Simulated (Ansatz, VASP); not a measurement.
# Cross-check of Nb between VASP and Ansatz, part 2 of 2

Aim: how closely do two programs agree when they are given the same cell, functional and k mesh? Of the first pair: The structure shown is the start of the Ansatz relaxation below; VASP solves that cell, so the two are compared at the walk's first step.

VASP 6.6.1 and Ansatz 0.2.0.

So far. Step 3 (VASP: single point, PBEsol, start cell, pair 1): The run ends at a pressure of -3.09 GPa, with forces up to 0.56 eV/Å.

### 5. Ansatz: relaxation, PBEsol

Level of this step: Ansatz beside VASP: Kohn-Sham DFT, plane waves, PBEsol (Ansatz).

The two programs are compared at the cell with which this relaxation starts, whose forces are those of its first step.

The structure compared here is the start of the Ansatz relaxation; VASP solves that cell, so the two are compared at the walk's first step.

File input.yaml:

```yaml
crystal:
  lattice:
    - [1.6222681559, 2.1921260434, 0.0]
    - [-1.6222681559, 2.1921260434, 0.0]
    - [0.0, 0.0, 42.4675810856]
  atoms:
    - { symbol: Nb, position: [0.0, 0.0, 0.1507604495] }
    - { symbol: Nb, position: [0.5, 0.5, 0.2060693189] }
    - { symbol: Nb, position: [0.0, 0.0, 0.2629512846] }
    - { symbol: Nb, position: [0.5, 0.5, 0.3198332503] }
    - { symbol: Nb, position: [0.0, 0.0, 0.3751421197] }
  periodic: [true, true, false]
kpoints:
  mp_grid: { grid: [12, 12, 1] }
hamiltonian:
  xc: pbesol
scf:
  occupations: { method: gaussian, width: 0.1 }
output:
  forces: true
  stress: true
  eigenvalues: true
  write_density: true
  write_potential: true
  elf: true
  volumetric_format: npy
relax:
  adjacent_minimum: "off"
  f_tol: 0.005
  max_steps: 80
  cell: { stress_2d_tol: 0.02 }
```

Command:

```console
> ansatz run input.yaml --threads 8 --pin off --max-ram 14336MiB --backend cpu --events-out ev --progress --plain --runs-dir out
```

Numbers of over 12 decimals in the logs are rounded to 6 here.

The log of the run:

```text
[...]
Crystal: 5 atoms, lattice volume = 302.048 Å³
Basis set: ecut = 420 eV, 5983 PW (Γ), exchange–correlation on 40×40×576 points (8 copies of the dense FFT grid, shifted against one another)
Bands: 39, of which v1, the nominal top of the filled ones, is band 33 counted from 1 (32 counted from 0)
Symmetry: 8 space group operations
[...]
k-points: 43 of 144
[...]
cell:  # Å, volume = 302.2611 Å³
    - [1.618299, 2.199055, 0.0]
    - [-1.618299, 2.199055, 0.0]
    - [0.0, 0.0, 42.4675810856]
  atoms:
    - { symbol: Nb, position: [0, 0, 0.150937] }
    - { symbol: Nb, position: [0.500000, 0.500000, 0.206077] }
    - { symbol: Nb, position: [0, 0, 0.262951] }
    - { symbol: Nb, position: [0.500000, 0.500000, 0.319825] }
    - { symbol: Nb, position: [0, 0, 0.374966] }
[key lines of the parts left out:]
SCF converged after 7 iterations
Free energy (F): -22475.219518 eV
Fermi energy:    -4.684249 eV
P = ½ c Tr σ = -0.0091 N/m
```

### 6. VASP: single point, PBEsol, start cell, pair 2

The same cell, functional, mesh and smearing now go to VASP, with its own data sets.

File INCAR:

```
SYSTEM = Nb
PREC = Accurate
ENCUT = 400
EDIFF = 1E-06
NELM = 120
ISMEAR = 0
SIGMA = 0.1
LREAL = .FALSE.
ALGO = Normal
GGA = PS
NBANDS = 40
LASPH = .TRUE.
LORBIT = 11
LWAVE = .FALSE.
LCHARG = .FALSE.
ISIF = 2
LDIPOL = .TRUE.
IDIPOL = 3
DIPOL = 0.5 0.5 0.263
LVHAR = .TRUE.
GGA_COMPAT = .FALSE.
NELMDL = -8
KPAR = 2
```

File POSCAR:

```
Nb
1.0
    1.6222680000      2.1921260000      0.0000000000
   -1.6222680000      2.1921260000      0.0000000000
    0.0000000000      0.0000000000     42.4675810000
Nb
5
Direct
    0.0000000000      0.0000000000      0.1507604589
    0.5000000000      0.5000000000      0.2060693309
    0.0000000000      0.0000000000      0.2629512851
    0.5000000000      0.5000000000      0.3198332394
    0.0000000000      0.0000000000      0.3751421113
```

File KPOINTS:

```
Automatic mesh
0
Gamma
12 12 1
0 0 0
```

PAW data sets: Nb_sv (PBE family, release 64).

Command:

```console
> mpirun -np 2 vasp_std
```

The log of the run:

```text
[banner, memory and clock lines left out]
running    2 mpi-ranks, on    1 nodes
[...]
[... a notice as in an earlier step ...]

 LDA part: xc-table for (Slater+PW92), standard interpolation
 POSCAR, INCAR and KPOINTS ok, starting setup
[...]
entering main loop
       N       E                     dE             d eps       ncg     rms          rms(c)
DAV:   1     0.552717978096E+03    0.55272E+03   -0.33989E+04  5016   0.119E+03
DAV:   2     0.514235317080E+01   -0.54758E+03   -0.53396E+03  4352   0.460E+02
DAV:   3    -0.505495794858E+02   -0.55692E+02   -0.54061E+02  5312   0.934E+01
DAV:   4    -0.568299115961E+02   -0.62803E+01   -0.61757E+01  6072   0.333E+01
[...]
DAV:  29    -0.527004962604E+02   -0.69192E-05   -0.18415E-07  2704   0.218E-03    0.533E-04
DAV:  30    -0.527004979586E+02   -0.16982E-05   -0.56827E-08  2576   0.138E-03    0.292E-04
DAV:  31    -0.527004987081E+02   -0.74945E-06   -0.37544E-08  2560   0.101E-03
   1 F= -.52700499E+02 E0= -.52684990E+02  d E =-.310177E-01
```

OUTCAR, selected parts (step 6):

```text
  Total       -0.7187028     -0.2907490     -0.6278162      0.0000000      0.0000000      0.0000000
  in kB       -3.8122754     -1.5422443     -3.3301782      0.0000000      0.0000000      0.0000000
  external PRESSURE =      -2.8948993 kB  Pullay stress =       0.0000000 kB

 POSITION                                       TOTAL-FORCE (eV/Angst)
 -----------------------------------------------------------------------------------
      0.00000      0.00000      6.40243         0.000000      0.000000      0.030218
      0.00000      2.19213      8.75127         0.000000     -0.000000     -0.029493
      0.00000      0.00000     11.16690         0.000000      0.000000     -0.000000
      0.00000      2.19213     13.58254         0.000000      0.000000      0.029493
      0.00000      0.00000     15.93138         0.000000     -0.000000     -0.030218
 -----------------------------------------------------------------------------------
    total drift:                               -0.000000      0.000000      0.000171

  FREE ENERGIE OF THE ION-ELECTRON SYSTEM (eV)
  ---------------------------------------------------
  free  energy   TOTEN  =       -52.7004987081 eV

  energy  without entropy=      -52.6694809796  energy(sigma->0) =      -52.68498984

[... 3 further parts left out ...]
[key lines of the parts left out:]
E-fermi :   0.0762
```

The run ends at a pressure of -0.29 GPa, with forces up to 0.030 eV/Å.

### 7. Differences

At this near-relaxed geometry the largest component of a force difference is 5 meV/Å. With vacuum in the cell, a pressure given here is an average over mostly empty space and none of the material.

### 8. Ansatz: relaxation, PBEsol

This run makes the geometry at which the two programs are then compared.

The structure compared here is the end of the Ansatz relaxation.

input.yaml, the sections that differ from step 5:

```yaml
crystal:
  lattice:
    - [1.6182985115, 2.1990553107, 0.0]
    - [-1.6182985115, 2.1990553107, 0.0]
    - [0.0, 0.0, 42.4675810856]
  atoms:
    - { symbol: Nb, position: [0.0, 0.0, 0.1509366293] }
    - { symbol: Nb, position: [0.5, 0.5, 0.206077248] }
    - { symbol: Nb, position: [0.0, 0.0, 0.2629512846] }
    - { symbol: Nb, position: [0.5, 0.5, 0.3198253212] }
    - { symbol: Nb, position: [0.0, 0.0, 0.3749659399] }
  periodic: [true, true, false]
scf:
  occupations: { method: methfessel_paxton, width: 0.15 }
relax:
  adjacent_minimum: "off"
  f_tol: 0.001
  max_steps: 60
  cell: { stress_2d_tol: 0.002 }
# kpoints, hamiltonian, output: as in step 5
```

Command:

```console
> ansatz run input.yaml --threads 8 --pin off --max-ram 14336MiB --backend cpu --events-out ev --progress --plain --runs-dir out
```

The log of the run:

```text
[...]
Crystal: 5 atoms, lattice volume = 302.261 Å³
Basis set: ecut = 420 eV, 5991 PW (Γ), exchange–correlation on 40×40×576 points (8 copies of the dense FFT grid, shifted against one another)
Bands: 39, of which v1, the nominal top of the filled ones, is band 33 counted from 1 (32 counted from 0)
Symmetry: 8 space group operations
[...]
k-points: 43 of 144
[...]
--- Relaxed structure (6 steps of the walk, 5 accepted, 1 SCFs on fresh bases) ---
[...]
cell:  # Å, volume = 302.1748 Å³
    - [1.618237, 2.198511, 0]
    - [-1.618237, 2.198511, 0]
    - [0, 0, 42.4675810856]
  atoms:
    - { symbol: Nb, position: [0, 0, 0.150936] }
    - { symbol: Nb, position: [0.5, 0.5, 0.206084] }
    - { symbol: Nb, position: [0, 0, 0.2629512846] }
    - { symbol: Nb, position: [0.5, 0.5, 0.319818] }
    - { symbol: Nb, position: [0, 0, 0.374967] }
[key lines of the parts left out:]
SCF converged after 10 iterations
Free energy (F): -22475.204444 eV
Fermi energy:    -4.685178 eV
P = ½ c Tr σ = 0.0000 N/m
```

### 9. VASP: single point, PBEsol, relaxed cell, pair 3

The same cell, functional, mesh and smearing now go to VASP, with its own data sets.

INCAR, as its differences from that of step 6:

```diff
@@ -5,4 +5,4 @@
 NELM = 120
-ISMEAR = 0
-SIGMA = 0.1
+ISMEAR = 1
+SIGMA = 0.15
 LREAL = .FALSE.
```

File POSCAR:

```
Nb
1.0
    1.6182366472      2.1985109740      0.0000000000
   -1.6182366472      2.1985109740      0.0000000000
    0.0000000000      0.0000000000     42.4675810856
Nb
5
Direct
    0.0000000000      0.0000000000      0.1509355756
    0.5000000000      0.5000000000      0.2060844006
    0.0000000000      0.0000000000      0.2629512846
    0.5000000000      0.5000000000      0.3198181686
    0.0000000000      0.0000000000      0.3749669936
```

KPOINTS is that of step 6.

Command:

```console
> mpirun -np 2 vasp_std
```

The log of the run:

```text
[... set-up lines as in an earlier step ...]
 entering main loop
       N       E                     dE             d eps       ncg     rms          rms(c)
DAV:   1     0.556693754114E+03    0.55669E+03   -0.33883E+04  4960   0.119E+03
DAV:   2     0.480176667351E+01   -0.55189E+03   -0.53714E+03  4352   0.463E+02
DAV:   3    -0.506245282590E+02   -0.55426E+02   -0.53935E+02  5304   0.938E+01
DAV:   4    -0.568218529564E+02   -0.61973E+01   -0.60929E+01  6000   0.332E+01
[...]
DAV:  30    -0.526862435560E+02   -0.29029E-05   -0.81086E-08  2624   0.179E-03    0.348E-04
DAV:  31    -0.526862449031E+02   -0.13471E-05   -0.56292E-08  2608   0.122E-03    0.320E-04
DAV:  32    -0.526862453992E+02   -0.49610E-06   -0.30801E-08  2560   0.972E-04
   1 F= -.52686245E+02 E0= -.52685855E+02  d E =-.117221E-02
```

OUTCAR, selected parts (step 9):

```text
  Total       -0.4888857     -0.4590634     -0.5354923      0.0000000      0.0000000      0.0000000
  in kB       -2.5921478     -2.4340250     -2.8392629      0.0000000      0.0000000      0.0000000
  external PRESSURE =      -2.6218119 kB  Pullay stress =       0.0000000 kB

 POSITION                                       TOTAL-FORCE (eV/Angst)
 -----------------------------------------------------------------------------------
      0.00000      0.00000      6.40987         0.000000      0.000000      0.004509
      0.00000      2.19851      8.75191         0.000000     -0.000000      0.002033
      0.00000      0.00000     11.16691         0.000000     -0.000000      0.000000
      0.00000      2.19851     13.58190         0.000000     -0.000000     -0.002033
      0.00000      0.00000     15.92394         0.000000     -0.000000     -0.004509
 -----------------------------------------------------------------------------------
    total drift:                                0.000000      0.000000      0.000213

  FREE ENERGIE OF THE ION-ELECTRON SYSTEM (eV)
  ---------------------------------------------------
  free  energy   TOTEN  =       -52.6862453992 eV

  energy  without entropy=      -52.6850731865  energy(sigma->0) =      -52.68585466

[... 1 part as in an earlier step ...]

[... 2 further parts left out ...]
[key lines of the parts left out:]
E-fermi :   0.0723
```

The run ends at a pressure of -0.26 GPa, with forces up to 0.0045 eV/Å.

### 10. Comparison

At this near-relaxed geometry the largest component of a force difference is 4 meV/Å. With vacuum in the cell, a pressure given here is an average over mostly empty space and none of the material.

### 11. What came out

```json
{"r.m.s. force difference (single point, PBEsol, start cell, pair 1)": "1.1 % of the r.m.s. force", "r.m.s. force difference (single point, PBEsol, start cell, pair 2)": "1.8 meV/Å", "r.m.s. force difference (single point, PBEsol, relaxed cell, pair 3)": "1.8 meV/Å"}
```

**Reading.** The r.m.s. force difference is 1.1 % of the r.m.s. force (single point, PBEsol, start cell, pair 1), within the 3 % picked in this series as the mark of a large difference. 2 further runs of this series are not shown here. How closely two codes agree says nothing of how well the functional describes the real material.

[Lines on the potential files, build, host, timing and source positions are cut from VASP's logs without a mark.]

[Logs are printed without paths, hosts, clocks, repeated set-up lines and the standing remarks that a program may print on its own settings, such as how far it seeks lower states.]

[Hosts, paths, dates, database ids (printed as entryN), source tags and the programs' standing remarks are cut or masked in the printed files.]
